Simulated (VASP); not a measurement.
Wanted: the native input for a VASP 6.6.1 run.

* Task: single point
* Functional: r2SCAN
* Potentials or basis: VASP PAW PBE potentials, release 64 (Be, Cd, S)
* Cutoff: 520 eV
* k mesh: 4 × 4 × 4
* Occupations: gaussian, width 0.03 eV
* Spin: no spin polarisation
* Further INCAR settings: ALGO = Normal; EDIFF = 1e-06; NBANDS = 56

The structure of BeCd2S3 lies in POSCAR:

```
BeCd2S3
1.0
    5.9124600000     -3.4199600000      0.0000000000
    5.9124600000      3.4199600000      0.0000000000
    0.0000000000      0.0000000000      6.3618400000
Be Cd S
2 4 6
Direct
    0.1521890000      0.8478110000      0.0015560000
    0.8478110000      0.1521890000      0.5015560000
    0.8319800000      0.4855370000      0.0046430000
    0.1680200000      0.5144630000      0.5046430000
    0.5144630000      0.1680200000      0.0046430000
    0.4855370000      0.8319800000      0.5046430000
    0.4554730000      0.8360940000      0.9064850000
    0.1639060000      0.5445270000      0.9064850000
    0.8780780000      0.1219220000      0.8414910000
    0.8360940000      0.4554730000      0.4064850000
    0.5445270000      0.1639060000      0.4064850000
    0.1219220000      0.8780780000      0.3414910000
```

The cell was built by a generator and needn't be a form met in nature.

One way to write it, as run:

INCAR

```
ALGO = Normal ; EDIFF = 1E-6
ENCUT = 520 ; ISIF = 2
ISMEAR = 0 ; KPAR = 4
LASPH = T ; LCHARG = F
LMIXTAU = T ; LREAL = F
LWAVE = F ; METAGGA = R2SCAN
NBANDS = 56 ; NELM = 150
PREC = Accurate ; SIGMA = 0.03
```

KPOINTS

```
k-points
0
Gamma
  4 4 4
```

Potentials or basis: VASP PAW PBE potentials, release 64 (Be, Cd, S).

Launch:

```bash
$ cat potpaw_PBE.64/Be/POTCAR potpaw_PBE.64/Cd/POTCAR potpaw_PBE.64/S/POTCAR > POTCAR
$ mpirun -np 4 vasp_std > vasp.out
```

It gave:

The pressure is -1.2 GPa and the largest force is 0.119 eV/Å. The band gap on the k mesh is 2.43 eV, direct.

Caveat: the PAW data sets were made with another functional, which shifts forces and pressure a little.

Wall time 19 min on 4 MPI ranks on Intel(R) Xeon(R) Platinum 8175M CPU @ 2.50GHz (Skylake/Cascade Lake) (shared host), peak memory 0.54 GiB a rank.
